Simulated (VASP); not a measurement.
Consider the following.

```yaml
crystal:
  lattice:
    - [3.03657, 0.00000, 0.00000]
    - [0.00000, 3.03657, 0.00000]
    - [0.00000, 0.00000, 3.03657]
  atoms:
    - { symbol: Al, position: [0.50000, 0.50000, 0.50000] }
    - { symbol: Ru, position: [0.00000, 0.00000, 0.00000] }
```

Method: r2SCAN+rVV10, VASP's PBE PAW potentials (set 64) (plane waves; VASP). Run with 520 eV cut-off, 12×12×12 Γ-centred mesh, first-order Methfessel-Paxton smearing of 0.10 eV, potentials Al Ru_pv.

Question: Estimate the energy per atom (σ→0), pressure, band gap (on the k-mesh) with the smallest direct gap where there is one.

Answer: 
```
Property                                                     Value
------------------------  ----------------------------------------
band gap (on the k-mesh)  none (metal, semimetal or under 0.01 eV)
energy per atom (σ→0)                              -16.611 eV/atom
pressure                                                -11.80 GPa
```

Only differences to runs with the same potentials and settings are physical.

The compound is RuAl in the CsCl type structure. This cell is one point of a volume scan, at 1.06 of the reference volume. The electron count is odd and the run is not spin-polarised, which forces a metal.
